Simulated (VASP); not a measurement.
Given:

```xyz
6
Lattice="4.8456 0.0000 0.0000 0.0000 4.8456 0.0000 0.0000 0.0000 3.2805" Properties=species:S:1:pos:R:3 pbc="T T T"
Mn     0.0000     0.0000     0.0000
Mn     2.4228     2.4228     1.6403
F      1.4711     1.4711     0.0000
F      3.8939     0.9517     1.6403
F      0.9517     3.8939     1.6403
F      3.3745     3.3745     0.0000
```
Starting moments (μB, in the order of the record's atoms Mn Mn F F F F): 4.5 -4.5 0.0 0.0 0.0 0.0.

Computed with PBEsol GGA, VASP's PBE PAW potentials (set 64) (plane waves; VASP 6.6.1). Numerical set-up: 520 eV cut-off, 6×6×9 Γ-centred mesh, Gaussian smearing of 0.010 eV, potentials Mn_pv F.

**Question.** Estimate the cell moment, energy per atom (σ→0), band gap (on the k-mesh) with the smallest direct gap where there is one.

**Answer.** 
| Quantity | Result |
|---|---|
| band gap (on the k-mesh) | 2.05 eV |
| smallest direct gap (on the k-mesh) | 2.12 eV |
| cell moment | 0.00 μB |
| energy per atom (σ→0) | -6.793 eV/atom |

**Question.** Give the moment on each site (PAW-sphere projection).

**Answer.** 
```json
[
 {"site": "Mn1", "moment (μB)": "4.52"},
 {"site": "Mn2", "moment (μB)": "-4.52"},
 {"site": "F3", "moment (μB)": "-0.03"},
 {"site": "F4", "moment (μB)": "0.03"},
 {"site": "F5", "moment (μB)": "0.03"},
 {"site": "F6", "moment (μB)": "-0.03"}
]
```

The compound is MnF2 in the rutile structure. It was relaxed first.
